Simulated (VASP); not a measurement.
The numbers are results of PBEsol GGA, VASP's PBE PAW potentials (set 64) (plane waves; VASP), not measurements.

The input files of a VASP run:

File POSCAR:
```
Cd4S2Se2
1
    5.9491627995     0.0000000000     0.0000000000
    0.0000000000     5.9491627995     0.0000000000
    0.0000000000     0.0000000000     5.9461389891
Cd Se S
4 2 2
Direct
  0.0000000000   0.0000000000   0.9879979552
  0.5000000000   0.5000000000   0.9879979552
  0.5000000000   0.0000000000   0.5120020448
  0.0000000000   0.5000000000   0.5120020448
  0.2500000000   0.2500000000   0.2500000000
  0.7500000000   0.7500000000   0.2500000000
  0.7500000000   0.2500000000   0.7500000000
  0.2500000000   0.7500000000   0.7500000000
```

**INCAR**
```
SYSTEM = Cd4S2Se2
PREC = Accurate; ENCUT = 400; LREAL = F
LASPH = T
EDIFF = 1E-6; NELM = 100; ALGO = Normal
LMAXMIX = 4
ISMEAR = 0; SIGMA = 0.05
GGA = PS
IBRION = 2; NSW = 60; ISIF = 3
EDIFFG = -0.02
LWAVE = F; LCHARG = F
```

File KPOINTS:
```
Automatic mesh
0
Gamma
4 4 4
0 0 0
```

POTCAR, in this order: Cd Se S (PBE.64 set). Program: vasp_std.

The resulting files:

OSZICAR:
```
       N       E                     dE             d eps       ncg     rms          rms(c)
DAV:   1     0.449662170437E+03    0.44966E+03   -0.30518E+04  1548   0.124E+03
DAV:   2     0.828080874260E+00   -0.44883E+03   -0.44006E+03  1749   0.338E+02
DAV:   3    -0.273418659693E+02   -0.28170E+02   -0.28043E+02  1803   0.839E+01
DAV:   4    -0.276936356215E+02   -0.35177E+00   -0.35131E+00  1743   0.892E+00
DAV:   5    -0.276987412469E+02   -0.51056E-02   -0.51045E-02  1841   0.106E+00    0.146E+01
DAV:   6    -0.259932360414E+02    0.17055E+01   -0.41852E+00  1911   0.163E+01    0.113E+01
DAV:   7    -0.259420238459E+02    0.51212E-01   -0.14607E+00  1694   0.503E+00    0.495E+00
DAV:   8    -0.259289085238E+02    0.13115E-01   -0.23349E-01  1878   0.380E+00    0.692E-01
DAV:   9    -0.259242741352E+02    0.46344E-02   -0.43149E-02  1877   0.187E+00    0.171E-01
DAV:  10    -0.259242989590E+02   -0.24824E-04   -0.29331E-03  1760   0.345E-01    0.112E-01
DAV:  11    -0.259243393734E+02   -0.40414E-04   -0.19813E-04  1768   0.714E-02    0.649E-02
DAV:  12    -0.259244162441E+02   -0.76871E-04   -0.20014E-04  1772   0.832E-02    0.224E-02
DAV:  13    -0.259244129537E+02    0.32905E-05   -0.30857E-05  1825   0.305E-02    0.130E-02
DAV:  14    -0.259244128888E+02    0.64848E-07   -0.90977E-06  1422   0.139E-02
   1 F= -.25924413E+02 E0= -.25924413E+02  d E =-.259244E+02
```

**OUTCAR**
```
------------------------ aborting loop because EDIFF is reached ----------------------------------------
  FORCE on cell =-STRESS in cart. coord.  units (eV):
  Direction    XX          YY          ZZ          XY          YZ          ZX
  --------------------------------------------------------------------------------------
  Total        0.1179452      0.1179452      0.1376682      0.0000000      0.0000000      0.0000000
  in kB        0.8979334      0.8979334      1.0480876      0.0000000      0.0000000      0.0000000
  external PRESSURE =       0.9479848 kB  Pullay stress =       0.0000000 kB
  volume of cell :      210.45
      direct lattice vectors                 reciprocal lattice vectors
     5.949162799  0.000000000  0.000000000     0.168090878  0.000000000  0.000000000
     0.000000000  5.949162799  0.000000000     0.000000000  0.168090878  0.000000000
     0.000000000  0.000000000  5.946138989     0.000000000  0.000000000  0.168176358
 POSITION                                       TOTAL-FORCE (eV/Angst)
 -----------------------------------------------------------------------------------
      0.00000      0.00000      5.87477         0.000000      0.000000     -0.014227
      2.97458      2.97458      5.87477         0.000000     -0.000000     -0.014227
      2.97458      0.00000      3.04444         0.000000      0.000000      0.014227
      0.00000      2.97458      3.04444        -0.000000     -0.000000      0.014227
      1.48729      1.48729      1.48653        -0.000000      0.000000     -0.000000
      4.46187      4.46187      1.48653        -0.000000      0.000000     -0.000000
      4.46187      1.48729      4.45960        -0.000000      0.000000     -0.000000
      1.48729      4.46187      4.45960        -0.000000      0.000000     -0.000000
 -----------------------------------------------------------------------------------
    total drift:                               -0.000000      0.000000      0.000000
  FREE ENERGIE OF THE ION-ELECTRON SYSTEM (eV)
  ---------------------------------------------------
  free  energy   TOTEN  =       -25.9244128888 eV

  energy  without entropy=      -25.9244128888  energy(sigma->0) =      -25.92441289

 reached required accuracy - stopping structural energy minimisation
```
(Selected blocks of OUTCAR.)

The structure was generated: Cd4S2Se2 was put into an ordered model structure (P-4m2), which need not be its known phase. It was relaxed first. The start is the result of an earlier pass.
